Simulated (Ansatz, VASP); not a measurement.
# Cross-check of LaCuSeO between VASP and Ansatz, part 2 of 2

One calculation is typed for both programs; each brings its own data sets. How far apart do they land? The cell is taken from a series of runs on this material, whose earlier steps may have relaxed, scaled, displaced or heated it; both programs get it as it stands.

VASP 6.6.1 and Ansatz 0.2.0.

So far: The starting structure; VASP: relaxation of cell and atoms, r2SCAN.

**3. Ansatz: relaxation of cell and atoms, r2SCAN**

Level of this step: Ansatz beside VASP: Kohn-Sham DFT, plane waves, r2SCAN (Ansatz).

Ansatz runs on its PAW soft_1 files.

The same cell, functional, mesh and smearing now go to Ansatz, which takes its cutoff from its data sets.

Contents of input.yaml:

```yaml
crystal:
  lattice:
    - [4.06712, 0.0, 0.0]
    - [0.0, 4.06712, 0.0]
    - [0.0, 0.0, 8.7975]
  atoms:
    - { symbol: La, position: [0.5, 0.0, 0.1398] }
    - { symbol: La, position: [0.0, 0.5, 0.8602] }
    - { symbol: Cu, position: [0.5, 0.5, 0.5] }
    - { symbol: Cu, position: [0.0, 0.0, 0.5] }
    - { symbol: Se, position: [0.5, 0.0, 0.6698] }
    - { symbol: Se, position: [0.0, 0.5, 0.3302] }
    - { symbol: O, position: [0.5, 0.5, 0.0] }
    - { symbol: O, position: [0.0, 0.0, 0.0] }
kpoints:
  mp_grid: { grid: [6, 6, 4] }
hamiltonian:
  xc: r2scan
  pseudopotentials: { kind: paw, azcp: { folder: soft_1 } }
scf:
  occupations: { method: fermi_dirac, width: 0.02 }
relax:
  f_tol: 0.01
  max_steps: 60
  cell: {}
output:
  write_density: true
  write_potential: true
  elf: true
  volumetric_format: npy
```

Launch:

```
ansatz run input.yaml --threads 3 --pin off --max-ram 92160MiB --backend cuda --events-out ev --progress --plain --runs-dir out --devices 1 --max-vram 13GiB
```

Numbers of over 12 decimals in the logs are rounded to 6 here.

What it wrote:

```text
GPUs: using 1 of 1 available (devices: 1).
Engine: ansatz 0.2.0, x86_64-unknown-linux-gnu
Pseudopotentials: kind: paw
Pseudopotential: La, paw, valence charge 11, recommended cutoff 500 eV (meta_gga), soft_1/La.paw.azcp
Pseudopotential: Cu, paw, valence charge 19, recommended cutoff 500 eV (meta_gga), soft_1/Cu.paw.azcp
Pseudopotential: Se, paw, valence charge 16, recommended cutoff 500 eV (meta_gga), soft_1/Se.paw.azcp
Pseudopotential: O, paw, valence charge 6, recommended cutoff 500 eV (meta_gga), soft_1/O.paw.azcp
Functional definition: r2SCAN
  parameter k0 = 0.174
  parameter k1 = 0.065
  parameter a1 = 4.9479
  exchange = r2scan_x(k0 = k0, k1 = k1, a1 = a1)
  correlation = r2scan_c
device memory: the entry about to start is reckoned to put 3.4 GiB on a device that reports 49.4 GiB free (of which the cap on the GPU budget leaves the run 13.0 GiB)
GPU FFT provider: cuFFT
GPU libraries: cuBLAS 13.8.2, cuFFT 12.4.0, cuSOLVER 12.3.4
Crystal: 8 atoms, lattice volume = 145.524 Å³
Basis set: ecut = 500 eV, 3729 PW (Γ), exchange–correlation on 120×120×288 points (64 copies of the dense FFT grid, shifted against one another)
Bands: 63, of which v1, the nominal top of the filled ones, is band 52 counted from 1 (51 counted from 0)
Symmetry: 16 space group operations
Space group: P4/nmm (ITA 129), of the structure as read, at distance tolerance 5.3e-5 Å
k-points: 30 of 144
Non-local potential: La, projectors of the file, l = 0: 3, l = 1: 2, l = 2: 2, l = 3: 3
Non-local potential: Cu, projectors of the file, l = 0: 3, l = 1: 2, l = 2: 3, l = 3: 1
Non-local potential: Se, projectors of the file, l = 0: 2, l = 1: 2, l = 2: 3, l = 3: 1
Non-local potential: O, projectors of the file, l = 0: 2, l = 1: 2, l = 2: 1
PAW form: soft (Blöchl's): semilocal exchange-correlation on the pseudo side does not see the compensation charge
PAW frozen core: La, regenerated for the run's functional (the file was generated under x = pbe(κ = 0.804, μ = 0.219515), c = pbe(β = 0.066725))
PAW frozen core: Cu, regenerated for the run's functional (the file was generated under x = pbe(κ = 0.804, μ = 0.219515), c = pbe(β = 0.066725))
PAW frozen core: Se, regenerated for the run's functional (the file was generated under x = pbe(κ = 0.804, μ = 0.219515), c = pbe(β = 0.066725))
PAW frozen core: O, regenerated for the run's functional (the file was generated under x = pbe(κ = 0.804, μ = 0.219515), c = pbe(β = 0.066725))
PAW one-centre angular grid: La, 974 points (default); XC on 160 Gauss nodes
PAW one-centre angular grid: Cu, 590 points (default); XC on 160 Gauss nodes
PAW one-centre angular grid: Se, 590 points (default); XC on 160 Gauss nodes
PAW one-centre angular grid: O, 302 points (default); XC on 160 Gauss nodes
Initial density: superposition of atomic densities (chi_scale 0.1, normalization cell, long waves kept (reshape's long-wave potential 0.39 eV rms))
Initial wavefunctions: pseudopotential atomic-orbital guess
GPU buffer pool allocated for 64800 grid points (all kernels)
GPU transforms: local potential and band sums: pruned to the plane-wave sphere, on 30×30×72
Functional: x = r2scan, c = r2scan; τ floored in thin density (d = 2e-4 eV/Å³)
SCF iter   1: F=—  HF=-37898.403856 eV  |F-HF|=—  |Δ(HF+E_count)|=         —  Δρ=4.89e-2  dr2=3.75e0  dr2_τ=6.28e-2  ethr=3.10e-3  ⟨swp⟩=7.2  Hψ=7026  notcnv=0
preconditioner: auto → Resta (q_TF=auto, 2.580 Å⁻¹)  ε∞=7.3  [insulator: Δε(μ)=1.489 eV  Ē_g=9.824 eV  σ=0.020 eV  W_gap=1.00  n_scr=38 (ndim 8)  ℏωp=24.6 eV  f_vac=0.000  D(μ)=0.00/eV (n_scr^D=0)  ε∞_Penn≈7.3]
SCF iter   2: F=—  HF=-37898.274180 eV  |F-HF|=—  |Δ(HF+E_count)|=   1.30e-1  Δρ=2.92e-2  dr2=1.04e0  dr2_τ=4.00e-2  ethr=3.10e-3  ⟨swp⟩=3.2  Hψ=3114  notcnv=0  defer=190
SCF iter   3: F=—  HF=-37898.303573 eV  |F-HF|=—  |Δ(HF+E_count)|=   2.94e-2  Δρ=1.86e-2  dr2=4.86e-1  dr2_τ=1.30e-2  ethr=9.98e-4  ⟨swp⟩=3.2  Hψ=3143  notcnv=0  defer=192
SCF iter   4: F=—  HF=-37898.296647 eV  |F-HF|=—  |Δ(HF+E_count)|=   6.93e-3  Δρ=1.64e-2  dr2=2.41e-1  dr2_τ=1.29e-2  ethr=4.67e-4  ⟨swp⟩=3.3  Hψ=3539  notcnv=0  defer=192
SCF iter   5: F=—  HF=-37898.263630 eV  |F-HF|=—  |Δ(HF+E_count)|=   3.30e-2  Δρ=2.57e-3  dr2=1.18e-2  dr2_τ=3.03e-4  ethr=2.31e-4  ⟨swp⟩=3.1  Hψ=2910  notcnv=0  defer=187
SCF iter   6: F=—  HF=-37898.265500 eV  |F-HF|=—  |Δ(HF+E_count)|=   1.87e-3  Δρ=1.09e-3  dr2=2.05e-3  dr2_τ=3.82e-5  ethr=1.13e-5  ⟨swp⟩=2.0  Hψ=2572  notcnv=0  defer=187
SCF iter   7: F=—  HF=-37898.266179 eV  |F-HF|=—  |Δ(HF+E_count)|=   6.79e-4  Δρ=4.68e-4  dr2=4.38e-4  dr2_τ=2.33e-5  ethr=1.97e-6  ⟨swp⟩=3.0  Hψ=2829  notcnv=0  defer=187
SCF iter   8: F=—  HF=-37898.265894 eV  |F-HF|=—  |Δ(HF+E_count)|=   2.86e-4  Δρ=2.26e-4  dr2=6.83e-5  dr2_τ=4.86e-6  ethr=4.21e-7  ⟨swp⟩=2.0  Hψ=3162  notcnv=0  defer=187
[...]
SCF iter   4: F=—  HF=-37898.273220 eV  |F-HF|=—  |Δ(HF+E_count)|=   7.59e-8  Δρ=1.92e-5  dr2=3.65e-7  dr2_τ=5.88e-9  ethr=5.44e-10  ⟨swp⟩=2.0  Hψ=3440  notcnv=0
SCF iter   5: F=—  HF=-37898.273220 eV  |F-HF|=—  |Δ(HF+E_count)|=   4.52e-8  Δρ=5.84e-6  dr2=4.43e-8  dr2_τ=2.49e-9  ethr=3.51e-10  ⟨swp⟩=2.0  Hψ=2395  notcnv=0
SCF iter   6: F=-37898.273220 eV  HF=-37898.273220 eV  |F-HF|=2.55e-9  |Δ(HF+E_count)|=  7.71e-10  Δρ=1.93e-6  dr2=8.88e-9  dr2_τ=5.95e-10  ethr=9.50e-12  ⟨swp⟩=6.0  Hψ=12178  notcnv=0
SCF 6 converged in 6 iterations: F = -37898.273220 eV  dr2 = 8.88e-9
relax step   6: F+E_penalty+E_count = -37898.27322035 eV  Δ(F+E_penalty+E_count) = -3.150e-5 eV  max|allowed force component| = 2.112e-3 eV/Å  Δτ_max = 0.0008 Å  P = +0.010 GPa  Ω = 145.075 Å³  energy of the carried Pulay correction = +1.537e-4 eV  (6 SCF iters, dr2 threshold 9.88e-9 eV, accepted)
device memory: the entry about to start is reckoned to put 3.4 GiB on a device that reports 35.8 GiB free (of which the cap on the GPU budget leaves the run 13.0 GiB)
GPU FFT provider: cuFFT
GPU libraries: cuBLAS 13.8.2, cuFFT 12.4.0, cuSOLVER 12.3.4
Initial wavefunctions: pseudopotential atomic-orbital guess (no wavefunctions were taken with the density)
GPU buffer pool allocated for 64800 grid points (all kernels)
GPU transforms: local potential and band sums: pruned to the plane-wave sphere, on 30×30×72
iter 1 solved again at ethr=3.93e-7 eV; its pass at ethr=3.10e-3 eV (dr2=4.09e-4 eV) is discarded
SCF iter   1: F=—  HF=-37898.272742 eV  |F-HF|=—  |Δ(HF+E_count)|=         —  Δρ=1.68e-5  dr2=3.87e-8  dr2_τ=8.67e-8  ethr=3.93e-7  ⟨swp⟩=3.0  Hψ=11996  notcnv=0
eigensolver tolerance schedule: the retry pair's looser diagonalisation over-reported the residual by 10552.14 of it (diagonalisation noise at an unbounded share of the residual, at the tolerance the schedule requests for it); recorded, not acted on — ethr = c·dr2/N_el stays at c = 1.0e-1
SCF iter   2: F=—  HF=-37898.273059 eV  |F-HF|=—  |Δ(HF+E_count)|=   3.17e-4  Δρ=1.36e-5  dr2=9.92e-8  dr2_τ=3.44e-8  ethr=3.72e-11  ⟨swp⟩=3.0  Hψ=4881  notcnv=0
SCF iter   3: F=—  HF=-37898.273060 eV  |F-HF|=—  |Δ(HF+E_count)|=   2.53e-7  Δρ=6.74e-6  dr2=3.53e-8  dr2_τ=5.12e-9  ethr=3.72e-11  ⟨swp⟩=2.1  Hψ=3453  notcnv=0
SCF iter   4: F=—  HF=-37898.273060 eV  |F-HF|=—  |Δ(HF+E_count)|=   1.70e-8  Δρ=1.08e-6  dr2=7.96e-10  dr2_τ=2.31e-10  ethr=3.39e-11  ⟨swp⟩=2.0  Hψ=3429  notcnv=0
SCF iter   5: F=—  HF=-37898.273060 eV  |F-HF|=—  |Δ(HF+E_count)|=   1.64e-9  Δρ=6.05e-7  dr2=3.93e-10  dr2_τ=1.86e-11  ethr=1.00e-12  ⟨swp⟩=2.0  Hψ=3192  notcnv=0
SCF iter   6: F=—  HF=-37898.273060 eV  |F-HF|=—  |Δ(HF+E_count)|=  1.89e-10  Δρ=2.87e-7  dr2=9.01e-11  dr2_τ=2.25e-11  ethr=1.00e-12  ⟨swp⟩=2.0  Hψ=2321  notcnv=0
SCF iter   7: F=-37898.273060 eV  HF=-37898.273060 eV  |F-HF|=0.00e0  |Δ(HF+E_count)|=  1.46e-10  Δρ=1.09e-7  dr2=1.09e-11  dr2_τ=9.07e-13  ethr=1.00e-12  ⟨swp⟩=6.2  Hψ=9107  notcnv=0
SCF 7 converged in 7 iterations: F = -37898.273060 eV  dr2 = 1.09e-11
relax step   7: F+E_penalty+E_count = -37898.27305957 eV  Δ(F+E_penalty+E_count) = +1.608e-4 eV  max|allowed force component| = 2.136e-3 eV/Å  Δτ_max = 0.0000 Å  P = +0.010 GPa  Ω = 145.075 Å³  stress off target by 1.64e-2 GPa  SCF on the basis re-selected at this cell (its energy is not comparable with the rows above)  (7 SCF iters)
basis re-selected at this cell: Δ(F+E_penalty+E_count) = +1.608e-4 eV, ΔP = -0.000 GPa vs the last step (what re-selecting the basis moved, of the pressure what is left beyond the Pulay correction that the steps carried, after the strain that the cell walked since its last selection, with what the two solves' SCF thresholds leave and, on support functions, any second-order correction that the steps lacked; it is no m [...]
SCF converged after 7 iterations
Free energy (F): -37898.273060 eV
Harris-Foulkes:  -37898.273060 eV  (|F-HF|=0.00e0)
Internal energy: -37898.273060 eV  (E = F + TS)
E sigma→0 (E₀):  -37898.273060 eV
Fermi energy:    12.625057 eV
--- Per-component energies (eV) ---
  E_band       = -1663.007173
  E_kinetic    = 1456.690100
  E_local      = -20794.266498  (includes V_loc(G=0)·N_el)
  E_nonlocal   = 1385.223859
  E_hartree    = 9685.825844
  E_xc         = -701.176428
  E_vxc        = -898.156670  (∫ρ·V_xc dr)
  E_paw        = -19168.640138  (= ΣΔE_a)
  E_vpaw       = -2233.927514  (= ΣTr[D̂ρ^β])
  E_aug_tail   = 0.001335  (compensation charges beyond the density's cutoff)
  E_vtau       = 49.776225  (kinetic-family band-sum trace: ∫τ·v_τ [+ j·A + Jᵃ·Aᵃ] dr)
  E_ewald      = -9757.871963
  E_core_change = -4.059170  (= ΣΔE_core)
  E_smearing   = -0.000000  (= −TS)
  E_closure    = -0.000000  (closes the sum)
  Σ components = -37898.273060   (vs F -37898.273060, Δ=0.00e0)
--- Forces (eV/Å), atoms counted from 1 ---
  atom   1  La     0.00000000     0.00000000     0.00184150
  atom   2  La     0.00000000     0.00000000    -0.00184150
  atom   3  Cu     0.00000000     0.00000000     0.00000000
  atom   4  Cu     0.00000000     0.00000000    -0.00000000
  atom   5  Se     0.00000000     0.00000000    -0.00213634
  atom   6  Se     0.00000000     0.00000000     0.00213634
  atom   7  O      0.00000000     0.00000000    -0.00000000
  atom   8  O      0.00000000     0.00000000     0.00000000
  max |Σ_I F_I| component: 8.33e-17 eV/Å
--- Stress (GPa, compression-positive) ---
        0.016359       0.000000       0.000000
        0.000000       0.016359       0.000000
        0.000000       0.000000      -0.003677
  P = ⅓ Tr σ = 0.0097 GPa (0.097 kbar)
--- Band table (eV; the first three rows and the last of 30) ---
  k-point 0: bands = [... 48 lower, 10.3452, 11.1705, 11.6990, 11.6990, 13.5391, 13.7569, 14.0852, 14.1990, ... 7 higher]
  k-point 1: bands = [... 48 lower, 10.3452, 10.9524, 11.6506, 11.6506, 13.5766, 14.0032, 14.1115, 14.1382, ... 7 higher]
  k-point 2: bands = [... 48 lower, 10.3452, 10.7374, 11.6011, 11.6011, 13.6309, 14.0062, 14.1682, 14.2644, ... 7 higher]
  k-point 29: bands = [... 48 lower, 9.8022, 9.8022, 10.4825, 10.4825, 14.5753, 14.5753, 14.9129, 14.9129, ... 7 higher]
--- Relaxed structure (6 steps of the walk, 5 accepted, 1 SCFs on fresh bases) ---
  F+E_penalty+E_count = -37898.27305957 eV   max|allowed force component| = 2.136e-3 eV/Å   (the final SCF, on the basis selected at the relaxed cell)
  cell:  # Å, volume = 145.0752 Å³
    - [4.056414, 0, 0.0]
    - [0, 4.056414, 0.0]
    - [0.0, 0.0, 8.816753]
  atoms:
    - { symbol: La, position: [0.5, 0, 0.140350] }
    - { symbol: La, position: [0, 0.5, 0.859650] }
    - { symbol: Cu, position: [0.5, 0.5, 0.500000] }
    - { symbol: Cu, position: [0, 0, 0.500000] }
    - { symbol: Se, position: [0.5, 0, 0.666978] }
    - { symbol: Se, position: [0, 0.5, 0.333022] }
    - { symbol: O, position: [0.5, 0.5, 0] }
    - { symbol: O, position: [0, 0, 0] }
```

**4. Differences**

Known differences besides the potentials themselves: VASP keeps PBE cores, Ansatz makes them for the functional; the data sets hold 104 valence electrons in Ansatz (on its PAW soft_1 files) and 68 in VASP; the cutoff is 500 eV in Ansatz and 660 eV in VASP; Ansatz adds a Pulay correction to the stress that steers its cell, VASP none. Total energies have different zeros and are not compared.

The two programs side by side:

```
                                         quantity  Ansatz    VASP  difference
                                      volume (Å³)  145.08  144.78     +0.20 %
edge a after relaxation, in the typed setting (Å)   4.056   4.055     +0.03 %
edge c after relaxation, in the typed setting (Å)   8.817   8.805     +0.13 %
```

**5. What came out**

```yaml
difference_in_volume_relaxation_of_cell_and_atoms_r2scan: 0.20 %
```

The difference in volume is 0.20 % (relaxation of cell and atoms, r2SCAN), within the 1.2 % picked in this series as the mark of a large difference, as far as the stopping tolerances let one tell. The data sets hold unlike numbers of valence electrons (104 in Ansatz and 68 in VASP), so part of the differences comes from the potentials. How closely two codes agree says nothing of how well the functional describes the real material.

[Lines on the potential files, build, host, timing and source positions are cut from VASP's logs without a mark.]

[Logs are printed without paths, hosts, clocks, repeated set-up lines and the standing remarks that a program may print on its own settings, such as how far it seeks lower states.]

[Hosts, paths, dates, database ids (printed as entryN), source tags and the programs' standing remarks are cut or masked in the printed files.]
